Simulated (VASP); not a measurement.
# Converging a slab model of Ta(111), part 2 of 6

Wanted: the error that each setting leaves in the work function or ionisation potential of Ta(111).

VASP 6.6.1, plane waves and PAW; the level of theory is named at each step.

So far, highest filled level below the vacuum (eV): step 2 (the base run) 3.48.

## 3. Another mesh, mesh points along a 3, k-mesh 3×3×1

Level of this step: PBE; plane waves and PAW (Ta) (VASP).

The mesh decides how well the Fermi level or the band edge is found.

INCAR

```
SYSTEM = Ta
PREC = Normal
ENCUT = 350
EDIFF = 1E-06
NELM = 120
ISMEAR = 1
SIGMA = 0.1
LREAL = .FALSE.
ALGO = Normal
GGA = PE
NBANDS = 38
LASPH = .TRUE.
LORBIT = 11
LWAVE = .FALSE.
LCHARG = .FALSE.
NCORE = 4
IDIPOL = 3
LDIPOL = .TRUE.
DIPOL = 0.5 0.5 0.5
LVHAR = .TRUE.
LVACPOTAV = .TRUE.
```

POSCAR

```
Ta
1.0
    4.6810468915      0.0000000000      0.0000000000
    2.3405234457      4.0539055243      0.0000000000
    0.0000000000      0.0000000000     27.5551469551
Ta
11
Direct
    0.6666666667      0.6666666667      0.3266177464
    0.0000000000      0.0000000000      0.3612941971
    0.3333333333      0.3333333333      0.3959706478
    0.6666666667      0.6666666667      0.4306470986
    0.0000000000      0.0000000000      0.4653235493
    0.3333333333      0.3333333333      0.5000000000
    0.6666666667      0.6666666667      0.5346764507
    0.0000000000      0.0000000000      0.5693529014
    0.3333333333      0.3333333333      0.6040293522
    0.6666666667      0.6666666667      0.6387058029
    0.0000000000      0.0000000000      0.6733822536
```

KPOINTS

```
Automatic mesh
0
Gamma
3 3 1
0 0 0
```

Potentials, in the order of the species: Ta (PBE family, release 64).

The run is started by

```console
$ mpirun -np 4 vasp_std
```

The log of the run:

```text
[banner, memory and clock lines left out]
running    4 mpi-ranks, on    1 nodes
 distrk:  each k-point on    4 cores,    1 groups
 distr:  one band on    4 cores,    1 groups

 POSCAR found type information on POSCAR Ta
 POSCAR found :  1 types and      11 ions
 LDA part: xc-table for (Slater+PW92), standard interpolation
 POSCAR, INCAR and KPOINTS ok, starting setup
 FFT: planning ... GRIDC
 FFT: planning ... GRID_SOFT
 FFT: planning ... GRID
 WAVECAR not read
 entering main loop
       N       E                     dE             d eps       ncg     rms          rms(c)
DAV:   1     0.167267435678E+03    0.16727E+03   -0.14883E+04   228   0.791E+02
DAV:   2    -0.100329575684E+03   -0.26760E+03   -0.25178E+03   336   0.163E+02
DAV:   3    -0.133158751187E+03   -0.32829E+02   -0.31507E+02   274   0.596E+01
DAV:   4    -0.136000428404E+03   -0.28417E+01   -0.27882E+01   376   0.158E+01
DAV:   5    -0.136062655108E+03   -0.62227E-01   -0.61942E-01   368   0.259E+00    0.424E+01
DAV:   6    -0.162796039343E+03   -0.26733E+02   -0.30103E+02   440   0.368E+01    0.295E+01
DAV:   7    -0.141592557837E+03    0.21203E+02   -0.59022E+02   426   0.638E+01    0.263E+01
DAV:   8    -0.132501501022E+03    0.90911E+01   -0.13680E+02   352   0.339E+01    0.127E+01
DAV:   9    -0.125890664195E+03    0.66108E+01   -0.28689E+01   362   0.138E+01    0.748E+00
DAV:  10    -0.124231611328E+03    0.16591E+01   -0.34407E+00   416   0.485E+00    0.503E+00
DAV:  11    -0.124314488285E+03   -0.82877E-01   -0.19056E-01   328   0.136E+00    0.509E+00
DAV:  12    -0.124288079053E+03    0.26409E-01   -0.14068E-02   408   0.312E-01    0.503E+00
DAV:  13    -0.123864160595E+03    0.42392E+00   -0.30829E-01   368   0.127E+00    0.432E+00
DAV:  14    -0.123158286694E+03    0.70587E+00   -0.20357E+00   368   0.301E+00    0.394E+00
DAV:  15    -0.123112991350E+03    0.45295E-01   -0.97567E-02   344   0.941E-01    0.343E+00
DAV:  16    -0.123049841809E+03    0.63150E-01   -0.10687E-01   288   0.970E-01    0.178E+00
DAV:  17    -0.123022893490E+03    0.26948E-01   -0.44099E-02   328   0.642E-01    0.757E-01
DAV:  18    -0.123019678427E+03    0.32151E-02   -0.10785E-02   338   0.315E-01    0.518E-01
DAV:  19    -0.123017578167E+03    0.21003E-02   -0.10987E-02   296   0.322E-01    0.247E-01
DAV:  20    -0.123018605859E+03   -0.10277E-02   -0.19428E-03   352   0.139E-01    0.368E-01
DAV:  21    -0.123017789732E+03    0.81613E-03   -0.32456E-03   328   0.141E-01    0.197E-01
DAV:  22    -0.123018088328E+03   -0.29860E-03   -0.14305E-03   376   0.107E-01    0.505E-02
DAV:  23    -0.123018711679E+03   -0.62335E-03   -0.36001E-04   280   0.635E-02    0.879E-02
DAV:  24    -0.123018897161E+03   -0.18548E-03   -0.26266E-04   344   0.445E-02    0.355E-02
DAV:  25    -0.123019070494E+03   -0.17333E-03   -0.14498E-04   304   0.296E-02    0.354E-02
DAV:  26    -0.123019141749E+03   -0.71255E-04   -0.83606E-05   352   0.234E-02    0.106E-02
DAV:  27    -0.123019208213E+03   -0.66464E-04   -0.25037E-05   280   0.145E-02    0.139E-02
DAV:  28    -0.123019229946E+03   -0.21732E-04   -0.78809E-06   272   0.821E-03    0.291E-03
DAV:  29    -0.123019244161E+03   -0.14215E-04   -0.82614E-06   296   0.585E-03    0.513E-03
DAV:  30    -0.123019250836E+03   -0.66757E-05   -0.37630E-06   232   0.472E-03    0.148E-03
DAV:  31    -0.123019259003E+03   -0.81669E-05   -0.16100E-06   208   0.312E-03    0.291E-03
DAV:  32    -0.123019264943E+03   -0.59394E-05   -0.59182E-07   192   0.241E-03    0.120E-03
DAV:  33    -0.123019269214E+03   -0.42714E-05   -0.21178E-07   176   0.138E-03    0.132E-03
DAV:  34    -0.123019272373E+03   -0.31589E-05   -0.18763E-07   184   0.113E-03    0.304E-04
DAV:  35    -0.123019273988E+03   -0.16145E-05   -0.10457E-07   184   0.735E-04    0.195E-04
DAV:  36    -0.123019274511E+03   -0.52344E-06   -0.52198E-08   176   0.539E-04
 [... a notice as in an earlier step ...]

   1 F= -.12301927E+03 E0= -.12301552E+03  d E =-.112580E-01
```

It took 43 s on 4 MPI ranks of Intel Xeon Platinum 8488C (Sapphire Rapids), shared host; peak memory 0.61 GiB.

OUTCAR, selected parts (step 3):

```text
 Found      3 irreducible k-points:

   k-points           NKPTS =      3   k-points in BZ     NKDIM =      3   number of bands    NBANDS=     38

   NELECT =      55.0000    total number of electrons

 E-fermi :   0.1288

 k-point     1 :       0.0000    0.0000    0.0000
  band No.  band energies     occupation
    ...
     26      -0.2987      2.00000
     27      -0.2987      2.00000
     28      -0.0033      2.06844
     29      -0.0033      2.06844
     30       0.1236      1.08669
     31       0.2953     -0.04017
     32       0.5452     -0.00000
     33       0.5452     -0.00000
     34       1.4568     -0.00000
     35       1.7231     -0.00000
    ...

 k-point     2 :       0.3333    0.0000    0.0000
  band No.  band energies     occupation
    ...
     23      -0.3229      2.00000
     24      -0.3046      2.00000
     25      -0.0861      2.00959
     26      -0.0740      2.01461
     27       0.1407      0.80011
     28       0.3108     -0.02731
     29       0.4458     -0.00007
     30       0.5777     -0.00000
     31       0.6716     -0.00000
     32       0.7104     -0.00000
    ...

  Total      -11.3936215    -11.3936215    -12.8610093      0.0000000      0.0000000     -0.0000000
  in kB      -34.9102553    -34.9102553    -39.4063569      0.0000000      0.0000000     -0.0000000
  external PRESSURE =     -36.4089559 kB  Pullay stress =       0.0000000 kB

 POSITION                                       TOTAL-FORCE (eV/Angst)
 -----------------------------------------------------------------------------------
      4.68105      2.70260      9.00000        -0.000000     -0.000000      2.202588
      0.00000      0.00000      9.95551         0.000000     -0.000000     -0.030755
      2.34052      1.35130     10.91103         0.000000      0.000000     -1.020454
      4.68105      2.70260     11.86654        -0.000000     -0.000000     -0.399078
      0.00000      0.00000     12.82206        -0.000000     -0.000000     -0.468592
      2.34052      1.35130     13.77757         0.000000     -0.000000      0.000000
      4.68105      2.70260     14.73309         0.000000      0.000000      0.468592
      0.00000      0.00000     15.68860         0.000000     -0.000000      0.399078
      2.34052      1.35130     16.64412        -0.000000      0.000000      1.020454
      4.68105      2.70260     17.59963        -0.000000      0.000000      0.030755
      0.00000      0.00000     18.55515         0.000000      0.000000     -2.202588
 -----------------------------------------------------------------------------------
    total drift:                               -0.000000     -0.000000     -0.000000

  FREE ENERGIE OF THE ION-ELECTRON SYSTEM (eV)
  ---------------------------------------------------
  free  energy   TOTEN  =      -123.0192745110 eV

  energy  without entropy=     -123.0080165174  energy(sigma->0) =     -123.01552185

 vacuum level on the upper side and lower side of the slab         3.641         3.641

 total charge
# of ion       s       p       d       tot
------------------------------------------
    1        0.697   0.306   3.110   4.114
    2        0.728   0.533   3.339   4.600
    3        0.698   0.644   3.246   4.588
    4        0.695   0.709   3.340   4.745
    5        0.702   0.687   3.381   4.770
    6        0.705   0.716   3.335   4.756
    7        0.702   0.687   3.381   4.770
    8        0.695   0.709   3.340   4.745
    9        0.698   0.644   3.246   4.588
   10        0.728   0.533   3.339   4.600
   11        0.697   0.306   3.110   4.114
--------------------------------------------------
tot          7.743   6.476  36.169  50.388

[... 8 parts as in an earlier step ...]

[... 3 further parts left out ...]
```

This step gave:

```yaml
electronic_cycles: 36
free_energy_toten: -123.0193 eV
energy_at_zero_smearing: -123.0155 eV
fermi_energy: 0.1288 eV
vacuum_levels: 3.641, 3.641 eV
work_functions_of_the_upper_and_lower_face: 3.512, 3.512 eV
highest_filled_level_below_the_vacuum: 3.512 eV
```

Force by atom:

```csv
atom,x (eV/Å),y (eV/Å),z (eV/Å),size
Ta1,0.00,0.00,2.20,2.20
Ta2,0.00,0.00,-0.03,0.03
Ta3,0.00,0.00,-1.02,1.02
Ta4,0.00,0.00,-0.40,0.40
Ta5,0.00,0.00,-0.47,0.47
Ta6,0.00,0.00,0.00,0.00
Ta7,0.00,0.00,0.47,0.47
Ta8,0.00,0.00,0.40,0.40
Ta9,0.00,0.00,1.02,1.02
Ta10,0.00,0.00,0.03,0.03
Ta11,0.00,0.00,-2.20,2.20
```

Against the base run its depth below the vacuum changes by +0.04 eV and the energy by +5.7 meV an atom.

## 4. Another mesh, mesh points along a 3, k-mesh 3×3×1 (run 2)

INCAR is that of step 3.

POSCAR is that of step 3.

KPOINTS is that of step 3.

The run is started by

```console
$ mpirun -np 4 vasp_std
```

The log of the run:

```text
[... set-up lines as in an earlier step ...]
 entering main loop
       N       E                     dE             d eps       ncg     rms          rms(c)
[... 36 cycles as in an earlier step ...]
 [... a notice as in an earlier step ...]

   1 F= -.12301927E+03 E0= -.12301552E+03  d E =-.112580E-01
```

Elapsed: 44 s, on 4 MPI ranks; peak memory 0.6 GiB; 2.9 min of CPU time.

OUTCAR, selected parts (step 4):

```text
[... 6 parts as in an earlier step ...]

[... 1 further part left out ...]
[key lines of the parts left out:]
E-fermi :   0.1288
```

Against the base run its depth below the vacuum changes by +0.04 eV and the energy by +5.7 meV an atom.

## 5. Another mesh, mesh points along a 9, k-mesh 9×9×1

INCAR: that of step 4 with these lines changed.

```diff
@@ -15,3 +15,3 @@
 LCHARG = .FALSE.
-NCORE = 4
+KPAR = 4
 IDIPOL = 3
```

POSCAR is that of step 4.

KPOINTS

```
Automatic mesh
0
Gamma
9 9 1
0 0 0
```

The run is started by

```console
$ mpirun -np 4 vasp_std
```

The log of the run:

```text
[... set-up lines as in an earlier step ...]
 entering main loop
       N       E                     dE             d eps       ncg     rms          rms(c)
DAV:   1     0.174589218520E+03    0.17459E+03   -0.15008E+04   912   0.793E+02
DAV:   2    -0.996360054568E+02   -0.27423E+03   -0.25858E+03  1320   0.165E+02
DAV:   3    -0.133755397528E+03   -0.34119E+02   -0.32591E+02  1126   0.606E+01
DAV:   4    -0.136384642873E+03   -0.26292E+01   -0.25795E+01  1512   0.156E+01
[...]
DAV:  32    -0.123112202443E+03   -0.32439E-05   -0.31687E-07   760   0.150E-03    0.245E-04
DAV:  33    -0.123112204230E+03   -0.17865E-05   -0.21150E-07   744   0.119E-03    0.334E-04
DAV:  34    -0.123112204810E+03   -0.57965E-06   -0.10994E-07   696   0.838E-04
 [... a notice as in an earlier step ...]

   1 F= -.12311220E+03 E0= -.12311306E+03  d E =0.256911E-02
```

Elapsed: 1.9 min, on 4 MPI ranks; peak memory 1.3 GiB.

OUTCAR, selected parts (step 5):

```text
  Total      -11.2519986    -11.2519986    -12.1840215      0.0000000     -0.0000000     -0.0000000
  in kB      -34.4763201    -34.4763201    -37.3320546      0.0000000     -0.0000000     -0.0000000
  external PRESSURE =     -35.4282316 kB  Pullay stress =       0.0000000 kB

 POSITION                                       TOTAL-FORCE (eV/Angst)
 -----------------------------------------------------------------------------------
      4.68105      2.70260      9.00000         0.000000      0.000000      2.114610
      0.00000      0.00000      9.95551        -0.000000     -0.000000      0.244078
      2.34052      1.35130     10.91103         0.000000      0.000000     -1.139450
      4.68105      2.70260     11.86654         0.000000     -0.000000     -0.693057
      0.00000      0.00000     12.82206        -0.000000      0.000000     -0.536674
      2.34052      1.35130     13.77757        -0.000000     -0.000000     -0.000000
      4.68105      2.70260     14.73309        -0.000000     -0.000000      0.536674
      0.00000      0.00000     15.68860        -0.000000     -0.000000      0.693057
      2.34052      1.35130     16.64412        -0.000000     -0.000000      1.139450
      4.68105      2.70260     17.59963        -0.000000     -0.000000     -0.244078
      0.00000      0.00000     18.55515         0.000000     -0.000000     -2.114610
 -----------------------------------------------------------------------------------
    total drift:                               -0.000000     -0.000000     -0.000000

  FREE ENERGIE OF THE ION-ELECTRON SYSTEM (eV)
  ---------------------------------------------------
  free  energy   TOTEN  =      -123.1122048096 eV

  energy  without entropy=     -123.1147739192  energy(sigma->0) =     -123.11306118

[... 1 part as in an earlier step ...]

[... 2 further parts left out ...]
[key lines of the parts left out:]
E-fermi :   0.1503
```

Against the base run its depth below the vacuum changes by -0.04 eV and the energy by -3.2 meV an atom.

## 6. Comparing the runs

Times are for 4 MPI ranks of Intel Xeon Platinum 8488C (Sapphire Rapids), shared host. The runs compared:

```csv
no.,mesh points along a,highest filled level below the vacuum (eV),energy at zero smearing less the lowest (eV),time,memory (GiB)
1,3,3.512,0.09754,43 s,0.61
2,3,3.512,0.09754,44 s,0.6
3,9,3.433,0,1.9 min,1.3
```

(Continued in part 3 of 6.)

[Lines on the potential files, build, host, timing and source positions are cut from VASP's logs without a mark.]

[Logs are printed without paths, hosts, clocks, repeated set-up lines and the standing remarks that a program may print on its own settings, such as how far it seeks lower states.]

[Hosts, paths, dates, database ids (printed as entryN), source tags and the programs' standing remarks are cut or masked in the printed files.]

[In band tables of VASP the shares of atoms and orbitals are scaled to a sum of 1 inside the atoms' spheres.]

[Runs that stopped without an error message from VASP are left out.]
